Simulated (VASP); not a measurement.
Calculation: LDA (Ceperley-Alder, Perdew-Zunger), VASP's LDA PAW potentials (set 64) (plane waves; VASP).

VASP ran on this input.

POSCAR:
```
LiH
2.7312450
  0.0000000000   0.7071067232   0.7071067232
  0.7071067232   0.0000000000   0.7071067232
  0.7071067232   0.7071067232   0.0000000000
Li H
1 1
Cart
  0.0000000000   0.0000000000   0.0000000000
  0.7071067232   0.7071067232   0.7071067232
```

### INCAR
```
# general
SYSTEM  =  LiH
PREC    =  Accurate
ENCUT   =  520   # plane-wave cut-off (eV)
LREAL   =  .FALSE.
LASPH   =  .TRUE.   # aspherical one-centre terms

# electronic loop
EDIFF   =  1E-7   # SCF stop (eV)
NELM    =  100
ALGO    =  Normal   # blocked Davidson

# smearing
ISMEAR  =  0   # Gaussian
SIGMA   =  0.05   # width (eV)

# ions
ISIF    =  2

# output
LWAVE   =  .FALSE.
LCHARG  =  .FALSE.
```

### KPOINTS
```
Automatic mesh
0
Gamma
12 12 12
0 0 0
```

POTCAR, in this order: Li_sv H (LDA.64 set). Program: vasp_std.

What VASP printed:

OUTCAR:
```
 ion  position               nearest neighbor table
   1  0.000  0.000  0.000-
   2  0.500  0.500  0.500-
  LATTYP: Found a face centered cubic cell.
 ALAT       =     3.8625634042
 Subroutine PRICEL returns:
 Original cell was already a primitive cell.
 Subroutine GETGRP returns: Found 48 space group operations
The static configuration has the point symmetry O_h .
The dynamic configuration has the point symmetry O_h .
 Subroutine INISYM returns: Found 48 space group operations
 Subroutine IBZKPT returns following result:
 Found     72 irreducible k-points:

 Following reciprocal coordinates:
            Coordinates               Weight
  0.000000  0.000000  0.000000      1.000000
  0.083333  0.000000  0.000000      8.000000
  0.166667  0.000000  0.000000      8.000000
  0.250000  0.000000  0.000000      8.000000
  0.333333  0.000000  0.000000      8.000000
  0.416667  0.000000  0.000000      8.000000
  0.500000  0.000000  0.000000      4.000000
  0.083333  0.083333  0.000000      6.000000
  0.166667  0.083333  0.000000     24.000000
  0.250000  0.083333  0.000000     24.000000
  0.333333  0.083333  0.000000     24.000000
  0.416667  0.083333  0.000000     24.000000
  0.500000  0.083333  0.000000     24.000000
 -0.416667  0.083333  0.000000     24.000000
 -0.333333  0.083333  0.000000     24.000000
 -0.250000  0.083333  0.000000     24.000000
 -0.166667  0.083333  0.000000     24.000000
 -0.083333  0.083333  0.000000     12.000000
  0.166667  0.166667  0.000000      6.000000
  0.250000  0.166667  0.000000     24.000000
  0.333333  0.166667  0.000000     24.000000
  0.416667  0.166667  0.000000     24.000000
  0.500000  0.166667  0.000000     24.000000
 -0.416667  0.166667  0.000000     24.000000
 -0.333333  0.166667  0.000000     24.000000
 -0.250000  0.166667  0.000000     24.000000
 -0.166667  0.166667  0.000000     12.000000
  0.250000  0.250000  0.000000      6.000000
  0.333333  0.250000  0.000000     24.000000
  0.416667  0.250000  0.000000     24.000000
  0.500000  0.250000  0.000000     24.000000
 -0.416667  0.250000  0.000000     24.000000
 -0.333333  0.250000  0.000000     24.000000
 -0.250000  0.250000  0.000000     12.000000
  0.333333  0.333333  0.000000      6.000000
  0.416667  0.333333  0.000000     24.000000
  0.500000  0.333333  0.000000     24.000000
 -0.416667  0.333333  0.000000     24.000000
 -0.333333  0.333333  0.000000     12.000000
  0.416667  0.416667  0.000000      6.000000
   k-points           NKPTS =     72   k-points in BZ     NKDIM =     72   number of bands    NBANDS=      6
   number of dos      NEDOS =    301   number of ions     NIONS =      2
   total plane-waves  NPLWV =   8000
   dimension x,y,z NGX =    20 NGY =   20 NGZ =   20
   dimension x,y,z NGXF=    40 NGYF=   40 NGZF=   40
   ions per type =               1   1
   PREC   = accura    normal or accurate (medium, high low for compatibility)
   ISTART =      0    job   : 0-new  1-cont  2-samecut
   ICHARG =      2    charge: 1-file 2-atom 10-const
   ISPIN  =      1    spin polarized calculation?
   LNONCOLLINEAR =      F non collinear calculations
   LSORBIT =      F    spin-orbit coupling
   INIWAV =      1    electr: 0-lowe 1-rand  2-diag
   ENCUT  =  520.0 eV  38.22 Ry    6.18 a.u.   5.08  5.08  5.08*2*pi/ulx,y,z
   NELM   =    100;   NELMIN=  2; NELMDL= -5     # of ELM steps
   EDIFF  = 0.1E-06   stopping-criterion for ELM
   LREAL  =      F    real-space projection
   NLSPLINE    = F    spline interpolate recip. space projectors
   LMAXMIX     =    2 max onsite mixed and CHGCAR
...
```

OSZICAR:
```
       N       E                     dE             d eps       ncg     rms          rms(c)
DAV:   1    -0.259791784477E+01   -0.25979E+01   -0.15283E+03   888   0.628E+02
DAV:   2    -0.668240974052E+01   -0.40845E+01   -0.40845E+01  1248   0.633E+01
DAV:   3    -0.675492010658E+01   -0.72510E-01   -0.72510E-01  1008   0.763E+00
DAV:   4    -0.675587934403E+01   -0.95924E-03   -0.95924E-03  1254   0.731E-01
DAV:   5    -0.675588286196E+01   -0.35179E-05   -0.35179E-05  1026   0.301E-02    0.288E+00
DAV:   6    -0.656028825017E+01    0.19559E+00   -0.17044E-01  1026   0.182E+00    0.143E+00
DAV:   7    -0.649293011424E+01    0.67358E-01   -0.21567E-01  1152   0.220E+00    0.214E-01
DAV:   8    -0.649383232238E+01   -0.90221E-03   -0.49255E-03   948   0.660E-01    0.516E-02
DAV:   9    -0.649376349278E+01    0.68830E-04   -0.35862E-04  1284   0.110E-01    0.838E-03
DAV:  10    -0.649376289607E+01    0.59671E-06   -0.76292E-06  1002   0.269E-02    0.308E-03
DAV:  11    -0.649376298737E+01   -0.91307E-07   -0.23265E-07  1056   0.471E-03
   1 F= -.64937630E+01 E0= -.64937630E+01  d E =-.356142E-32
```

**OUTCAR**
```
------------------------ aborting loop because EDIFF is reached ----------------------------------------
  FORCE on cell =-STRESS in cart. coord.  units (eV):
  Direction    XX          YY          ZZ          XY          YZ          ZX
  --------------------------------------------------------------------------------------
  Total        0.1177594      0.1177594      0.1177594     -0.0000000     -0.0000000     -0.0000000
  in kB       13.0960228     13.0960228     13.0960228     -0.0000000     -0.0000000     -0.0000000
  external PRESSURE =      13.0960228 kB  Pullay stress =       0.0000000 kB
  volume of cell :       14.41
      direct lattice vectors                 reciprocal lattice vectors
     0.000000000  1.931281702  1.931281702    -0.258895427  0.258895427  0.258895427
     1.931281702  0.000000000  1.931281702     0.258895427 -0.258895427  0.258895427
     1.931281702  1.931281702  0.000000000     0.258895427  0.258895427 -0.258895427
  FREE ENERGIE OF THE ION-ELECTRON SYSTEM (eV)
  ---------------------------------------------------
  free  energy   TOTEN  =        -6.4937629874 eV

  energy  without entropy=       -6.4937629874  energy(sigma->0) =       -6.49376299
```
(Selected blocks of OUTCAR.)

The compound is LiH in the rock salt structure. This cell is one point of a volume scan, at 0.97 of the reference volume.
